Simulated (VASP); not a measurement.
```
CELL_PARAMETERS angstrom
      2.82053     0.00000     0.00000
      0.00000     2.82053     0.00000
      0.00000     0.00000     2.82053
ATOMIC_POSITIONS crystal
  Al 0.50000 0.50000 0.50000
  Co 0.00000 0.00000 0.00000
```

Calculation: r2SCAN meta-GGA, VASP's PBE PAW potentials (set 64) (plane waves; VASP). Numerical set-up: 480 eV cut-off, 12×12×12 Γ-centred mesh, first-order Methfessel-Paxton smearing of 0.10 eV, potentials Al Co.

Stress in GPa, positive for a compressed cell; the cube axes lie along x, y and z, and the ions stay on their sites.

| strain | σxx | σyy | σzz |
|---|---|---|---|
| none | 0.21 | 0.21 | 0.21 |
| εxx = +1.0 %, εzz = +1.0 % | -4.32 | -2.10 | -4.32 |
| εxx = -1.0 %, εyy = -1.0 % | 5.21 | 5.21 | 2.81 |

### Question
Fit C11 and C12 to these rows, and predict the stress for εxx = -3.0 %, εzz = -3.0 %.

### Answer
Least squares on Δσ_i = −C11 ε_i − C12 (ε_j + ε_k) over all components shown gives C11 = 354 GPa and C12 = 123 GPa, and so σxx, σyy, σzz = 14.50, 7.57, 14.50 GPa. The run gave 16.73, 9.26, 16.73 GPa; the difference holds the non-linear terms and numerical noise.

Left out are shears, moved atoms, failed runs and, from the fit, strains over 2.5 %.

The compound is CoAl in the CsCl type structure. The run is not spin-polarised, so no magnetic state was tried.
